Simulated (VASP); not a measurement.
Here is the system:

```yaml
crystal:
  lattice:
    - [0.00000, 2.01787, 2.01787]
    - [2.01787, 0.00000, 2.01787]
    - [2.01787, 2.01787, 0.00000]
  atoms:
    - { symbol: Li, position: [0.00000, 0.00000, 0.00000] }
    - { symbol: F, position: [0.50000, 0.50000, 0.50000] }
```

These are vdW-DF-cx, VASP's PBE PAW potentials (set 64) (plane waves; VASP) values and carry that method's errors. Settings: 520 eV cut-off, 13×13×13 Γ-centred mesh, tetrahedra with Blöchl corrections, potentials Li_sv F.

Problem. Tabulate the total density of states (states/eV per cell) against energy (eV; zero at the valence-band maximum or, without a gap, the Fermi level).

Solution. 
```
E (eV)  DOS (states/eV)
------  ---------------
-9.92              0.00
-9.56              0.00
-9.20              0.00
-8.96              0.00
-8.60              0.00
-8.24              0.00
-7.88              0.00
-7.52              0.00
-7.16              0.00
-6.92              0.00
-6.56              0.00
-6.20              0.00
-5.84              0.00
-5.48              0.00
-5.24              0.00
-4.88              0.00
-4.52              0.00
-4.16              0.00
-3.80              0.00
-3.56              0.00
-3.20              0.00
-2.84              0.28
-2.48              1.25
-2.12              2.25
-1.76              1.36
-1.52              1.57
-1.16              1.71
-0.80              3.20
-0.44              3.82
-0.08              1.54
0.16               0.00
0.52               0.00
0.88               0.00
1.24               0.00
1.60               0.00
1.84               0.00
2.20               0.00
2.56               0.00
2.92               0.00
3.28               0.00
3.64               0.00
3.88               0.00
4.24               0.00
4.60               0.00
4.96               0.00
5.32               0.00
5.56               0.00
5.92               0.00
6.28               0.00
6.64               0.00
7.00               0.00
7.24               0.00
7.60               0.00
7.96               0.00
8.32               0.00
8.68               0.00
9.04               0.00
9.28               0.01
9.64               0.07
10.00              0.12
```
Within 2 eV below the valence-band maximum the largest weight inside VASP's projection spheres is F p.

The compound is LiF in the rock salt structure. It was relaxed first.
